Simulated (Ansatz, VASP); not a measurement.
# In3Ga5As8 (alloy, x = 0.625, one random ordering in a cell of 16 atoms (invented)) in two plane-wave programs

Wanted: the spread between two codes on one cell, functional and k mesh. The cell is generated by rule, not measured, and may not be a known phase. The cell is taken from a series of runs on this material, whose earlier steps may have relaxed, scaled, displaced or heated it; both programs get it as it stands.

Calculated with Ansatz 0.2.0; plane waves, with VASP 6.6.1 beside it; relaxation of cell and atoms at r2SCAN.

**1. Starting point**

It takes space group I-4m2 (No. 119, tetragonal). Conventional cell: a = 8.240 Å, b = 8.240 Å, c = 11.706 Å, α = 90.00°, β = 90.00°, γ = 90.00°. Nearest to Ga lie 4 As at 2.46 to 2.50 Å. Ga has 4 As at 2.50 Å nearest. Nearest to In lie 4 As at 2.60 Å. In has 4 As at 2.60 to 2.62 Å nearest. Nearest to As lie 2 Ga at 2.46 Å and 2 In at 2.60 Å. Nearest to As lie 3 Ga at 2.50 Å and 1 In at 2.62 Å. Farther neighbours are not listed.

**2. Ansatz: relaxation of cell and atoms, r2SCAN**

Ansatz runs on its PAW soft_1 files.

The relaxed volume is the usual yardstick between codes: in a stiff, nearly cubic crystal its relative difference is about their pressure difference at one cell divided by the bulk modulus.

Input file input.yaml:

```yaml
crystal:
  lattice:
    - [-4.1198317095, 4.1198317095, 5.8531315876]
    - [4.1198317095, -4.1198317095, 5.8531315876]
    - [4.1198317095, 4.1198317095, -5.8531315876]
  atoms:
    - { symbol: Ga, position: [0.7499246843, 0.7499246843, 0.4998493687] }
    - { symbol: In, position: [0.75, 0.25, 0.5] }
    - { symbol: Ga, position: [0.2500753157, 0.7499246843, 0.0] }
    - { symbol: In, position: [0.2497195536, 0.2497195536, 0.0] }
    - { symbol: In, position: [0.7502804464, 0.7502804464, 0.0] }
    - { symbol: Ga, position: [0.7499246843, 0.2500753157, 0.0] }
    - { symbol: Ga, position: [0.25, 0.75, 0.5] }
    - { symbol: Ga, position: [0.2500753157, 0.2500753157, 0.5001506313] }
    - { symbol: As, position: [0.6148455053, 0.8648187884, 0.2499732831] }
    - { symbol: As, position: [0.6351277778, 0.3851544947, 0.2499732831] }
    - { symbol: As, position: [0.1202928842, 0.8609727044, 0.7406798202] }
    - { symbol: As, position: [0.1351812116, 0.3851544947, 0.7500267169] }
    - { symbol: As, position: [0.620386936, 0.8797071158, 0.7406798202] }
    - { symbol: As, position: [0.6148455053, 0.3648722222, 0.7500267169] }
    - { symbol: As, position: [0.1390272956, 0.8797071158, 0.2593201798] }
    - { symbol: As, position: [0.1202928842, 0.379613064, 0.2593201798] }
kpoints:
  mp_grid: { grid: [6, 6, 6] }
hamiltonian:
  xc: r2scan
  pseudopotentials: { kind: paw, azcp: { folder: soft_1 } }
scf:
  occupations: { method: fixed }
output:
  forces: true
  stress: true
  eigenvalues: true
relax:
  adjacent_minimum: "off"
  f_tol: 0.001
  max_steps: 60
  cell: { stress_tol: 0.01 }
```

On the command line:

```sh
$ ansatz run input.yaml --threads 4 --pin off --max-ram 10240MiB --backend cpu --events-out ev --progress --plain --runs-dir out
```

Numbers of over 12 decimals in the logs are rounded to 6 here.

The log of the run:

```text
Engine: ansatz 0.2.0, x86_64-unknown-linux-gnu
Pseudopotentials: kind: paw
Pseudopotential: Ga, paw, valence charge 13, recommended cutoff 500 eV (meta_gga), soft_1/Ga.paw.azcp
Pseudopotential: In, paw, valence charge 13, recommended cutoff 500 eV (meta_gga), soft_1/In.paw.azcp
Pseudopotential: As, paw, valence charge 15, recommended cutoff 500 eV (meta_gga), soft_1/As.paw.azcp
Functional definition: r2SCAN
  parameter k0 = 0.174
  parameter k1 = 0.065
  parameter a1 = 4.9479
  exchange = r2scan_x(k0 = k0, k1 = k1, a1 = a1)
  correlation = r2scan_c
Crystal: 16 atoms, lattice volume = 397.381 Å³
Basis set: ecut = 500 eV, 10025 PW (Γ), exchange–correlation on 256×256×256 points (64 copies of the dense FFT grid, shifted against one another)
Bands: 135, of which v1, the nominal top of the filled ones, is band 112 counted from 1 (111 counted from 0)
Symmetry: 8 space group operations
Space group: I-4m2 (ITA 119), of the structure as read, at distance tolerance 7.4e-5 Å
k-points: 30 of 216 (time reversal used)
Non-local potential: Ga, projectors of the file, l = 0: 2, l = 1: 2, l = 2: 3, l = 3: 1
Non-local potential: In, projectors of the file, l = 0: 2, l = 1: 2, l = 2: 2, l = 3: 1
Non-local potential: As, projectors of the file, l = 0: 2, l = 1: 2, l = 2: 3, l = 3: 1
PAW form: soft (Blöchl's): semilocal exchange-correlation on the pseudo side does not see the compensation charge
PAW frozen core: Ga, regenerated for the run's functional (the file was generated under x = pbe(κ = 0.804, μ = 0.219515), c = pbe(β = 0.066725))
PAW frozen core: In, regenerated for the run's functional (the file was generated under x = pbe(κ = 0.804, μ = 0.219515), c = pbe(β = 0.066725))
PAW frozen core: As, regenerated for the run's functional (the file was generated under x = pbe(κ = 0.804, μ = 0.219515), c = pbe(β = 0.066725))
PAW one-centre angular grid: Ga, 590 points (default); XC on 160 Gauss nodes
PAW one-centre angular grid: In, 590 points (default); XC on 160 Gauss nodes
PAW one-centre angular grid: As, 590 points (default); XC on 160 Gauss nodes
Initial density: superposition of atomic densities (chi_scale 0.1, normalization cell, long waves kept (reshape's long-wave potential 0.01 eV rms))
Initial wavefunctions: pseudopotential atomic-orbital guess
Functional: x = r2scan, c = r2scan; τ floored in thin density (d = 2e-4 eV/Å³)
iter 1 solved again at ethr=1.85e-3 eV; its pass at ethr=3.10e-3 eV (dr2=4.14e0 eV) is discarded
SCF iter   1: F=—  HF=-74710.150528 eV  |F-HF|=—  |Δ(HF+E_count)|=         —  Δρ=4.20e-2  dr2=4.14e0  dr2_τ=6.39e-2  ethr=1.85e-3  ⟨swp⟩=1.0  Hψ=18035  notcnv=0  defer=477
preconditioner: auto → Resta (q_TF=auto, 2.480 Å⁻¹)  ε∞=3.2  [insulator: Δε(μ)=0.264 eV  Ē_g=15.145 eV  n_scr=112 (ndim 8)  ℏωp=22.4 eV  f_vac=0.006  ε∞_Penn≈3.2]
SCF iter   2: F=—  HF=-74710.192710 eV  |F-HF|=—  |Δ(HF+E_count)|=   4.22e-2  Δρ=2.33e-2  dr2=1.43e0  dr2_τ=7.64e-3  ethr=1.85e-3  ⟨swp⟩=2.0  Hψ=3664  notcnv=0  defer=600
SCF iter   3: F=—  HF=-74710.247898 eV  |F-HF|=—  |Δ(HF+E_count)|=   5.52e-2  Δρ=4.07e-3  dr2=7.15e-2  dr2_τ=1.06e-3  ethr=6.37e-4  ⟨swp⟩=2.1  Hψ=5784  notcnv=0  defer=587
SCF iter   4: F=—  HF=-74710.186618 eV  |F-HF|=—  |Δ(HF+E_count)|=   6.13e-2  Δρ=2.05e-3  dr2=1.40e-2  dr2_τ=1.27e-4  ethr=3.19e-5  ⟨swp⟩=3.0  Hψ=7061  notcnv=0  defer=627
SCF iter   5: F=—  HF=-74710.191889 eV  |F-HF|=—  |Δ(HF+E_count)|=   5.27e-3  Δρ=3.84e-4  dr2=5.17e-4  dr2_τ=1.93e-5  ethr=6.24e-6  ⟨swp⟩=2.0  Hψ=5797  notcnv=0  defer=627
SCF iter   6: F=—  HF=-74710.191579 eV  |F-HF|=—  |Δ(HF+E_count)|=   3.11e-4  Δρ=1.44e-4  dr2=9.74e-5  dr2_τ=1.78e-6  ethr=2.31e-7  ⟨swp⟩=2.0  Hψ=6997  notcnv=0  defer=627
SCF iter   7: F=—  HF=-74710.191408 eV  |F-HF|=—  |Δ(HF+E_count)|=   1.70e-4  Δρ=6.52e-5  dr2=1.29e-5  dr2_τ=2.20e-7  ethr=4.35e-8  ⟨swp⟩=2.0  Hψ=7410  notcnv=0  defer=480
SCF iter   8: F=—  HF=-74710.191423 eV  |F-HF|=—  |Δ(HF+E_count)|=   1.44e-5  Δρ=1.82e-5  dr2=1.11e-6  dr2_τ=1.86e-8  ethr=5.74e-9  ⟨swp⟩=2.0  Hψ=5734  notcnv=0  defer=481
SCF iter   9: F=—  HF=-74710.191423 eV  |F-HF|=—  |Δ(HF+E_count)|=   5.14e-7  Δρ=5.86e-6  dr2=1.30e-7  dr2_τ=2.37e-9  ethr=4.96e-10  ⟨swp⟩=2.0  Hψ=6934  notcnv=0  defer=481
SCF iter  10: F=-74710.191423 eV  HF=-74710.191423 eV  |F-HF|=1.09e-8  |Δ(HF+E_count)|=   9.50e-8  Δρ=1.99e-6  dr2=1.47e-8  dr2_τ=2.95e-10  ethr=4.46e-11  ⟨swp⟩=11.8  Hψ=23669  notcnv=0
SCF 1 converged in 10 iterations: F = -74710.191423 eV  dr2 = 1.47e-8
  greatest PAW one-centre occupation: 0.999 electrons in one spin orbital (limit 2), on the As atom at site 15 (counted from 0), in its partial waves of l = 2
relax step   1: F+E_penalty+E_count = -74710.19142324 eV  Δ(F+E_penalty+E_count) = +0.000e0 eV  max|allowed force component| = 1.208e-3 eV/Å  Δτ_max = 0.0000 Å  P = -0.003 GPa  Ω = 397.381 Å³  (10 SCF iters, dr2 threshold 1.00e-7 eV, accepted)
[...]
E_kinetic    = 1991.458378
  E_local      = -29067.318273  (includes V_loc(G=0)·N_el)
  E_nonlocal   = -2618.532551
  E_hartree    = 16024.952092
  E_xc         = -1209.308153
  E_vxc        = -1196.410128  (∫ρ·V_xc dr)
  E_paw        = -38938.686608  (= ΣΔE_a)
  E_vpaw       = -3963.184002  (= ΣTr[D̂ρ^β])
  E_aug_tail   = 0.000116  (compensation charges beyond the density's cutoff)
  E_vtau       = 67.553527  (kinetic-family band-sum trace: ∫τ·v_τ [+ j·A + Jᵃ·Aᵃ] dr)
  E_ewald      = -20880.728594
  E_core_change = -12.027832  (= ΣΔE_core)
  E_smearing   = -0.000000  (= −TS)
  E_closure    = 0.000000  (closes the sum)
  Σ components = -74710.191426   (vs F -74710.191426, Δ=0.00e0)
--- Forces (eV/Å), atoms counted from 1 ---
  atom   1  Ga    -0.00023378    -0.00023378     0.00000000
  atom   2  In    -0.00000000    -0.00000000    -0.00000000
  atom   3  Ga    -0.00023378     0.00023378     0.00000000
  atom   4  In    -0.00000000    -0.00000000    -0.00015706
  atom   5  In    -0.00000000    -0.00000000     0.00015706
  atom   6  Ga     0.00023378    -0.00023378     0.00000000
  atom   7  Ga    -0.00000000     0.00000000    -0.00000000
  atom   8  Ga     0.00023378     0.00023378    -0.00000000
  atom   9  As    -0.00036090     0.00000000    -0.00095136
  atom  10  As     0.00000000    -0.00036090     0.00095136
  atom  11  As    -0.00055064     0.00000000    -0.00034626
  atom  12  As     0.00000000     0.00036090     0.00095136
  atom  13  As     0.00000000    -0.00055064     0.00034626
  atom  14  As     0.00036090     0.00000000    -0.00095136
  atom  15  As     0.00000000     0.00055064     0.00034626
  atom  16  As     0.00055064     0.00000000    -0.00034626
  max |Σ_I F_I| component: 1.52e-16 eV/Å
--- Stress (GPa, compression-positive) ---
        0.002272       0.000000       0.000000
        0.000000       0.002272       0.000000
        0.000000       0.000000       0.000805
  P = ⅓ Tr σ = 0.0018 GPa (0.018 kbar)
--- Band table (eV; the first three rows and the last of 30) ---
  k-point 0: bands = [... 108 lower, 6.5857, 7.3384, 7.4344, 7.4344, 7.7896, 8.4541, 8.4541, 8.7573, ... 19 higher]
  k-point 1: bands = [... 108 lower, 6.3426, 6.4731, 7.0846, 7.1527, 8.8677, 8.9911, 9.0647, 9.2338, ... 19 higher]
  k-point 2: bands = [... 108 lower, 6.2810, 6.4256, 6.4860, 6.5703, 9.3253, 9.7327, 9.9814, 10.0321, ... 19 higher]
  k-point 29: bands = [... 108 lower, 6.0543, 6.0708, 6.5331, 6.5331, 9.6648, 9.7362, 9.9690, 9.9690, ... 19 higher]
--- Relaxed structure (2 steps of the walk, 2 accepted, 1 SCFs on fresh bases) ---
  F+E_penalty+E_count = -74710.19142579 eV   max|allowed force component| = 9.514e-4 eV/Å   (the final SCF, on the basis selected at the relaxed cell)
  cell:  # Å, volume = 397.3563 Å³
    - [-4.119615, 4.119615, 5.853380]
    - [4.119615, -4.119615, 5.853380]
    - [4.119615, 4.119615, -5.853380]
  atoms:
    - { symbol: Ga, position: [0.749897, 0.749897, 0.499794] }
    - { symbol: In, position: [0.75, 0.25, 0.500000] }
    - { symbol: Ga, position: [0.250103, 0.749897, 0.0] }
    - { symbol: In, position: [0.249662, 0.249662, 0] }
    - { symbol: In, position: [0.750338, 0.750338, 0] }
    - { symbol: Ga, position: [0.749897, 0.250103, 0.0] }
    - { symbol: Ga, position: [0.25, 0.75, 0.500000] }
    - { symbol: Ga, position: [0.250103, 0.250103, 0.500206] }
    - { symbol: As, position: [0.614884, 0.864837, 0.249953] }
    - { symbol: As, position: [0.635068, 0.385116, 0.249953] }
    - { symbol: As, position: [0.120273, 0.860935, 0.740662] }
    - { symbol: As, position: [0.135163, 0.385116, 0.750047] }
    - { symbol: As, position: [0.620389, 0.879727, 0.740662] }
    - { symbol: As, position: [0.614884, 0.364932, 0.750047] }
    - { symbol: As, position: [0.139065, 0.879727, 0.259338] }
    - { symbol: As, position: [0.120273, 0.379611, 0.259338] }
```

(Continued in part 2 of 2.)

[Lines on the potential files, build, host, timing and source positions are cut from VASP's logs without a mark.]

[Logs are printed without paths, hosts, clocks, repeated set-up lines and the standing remarks that a program may print on its own settings, such as how far it seeks lower states.]

[Hosts, paths, dates, database ids (printed as entryN), source tags and the programs' standing remarks are cut or masked in the printed files.]
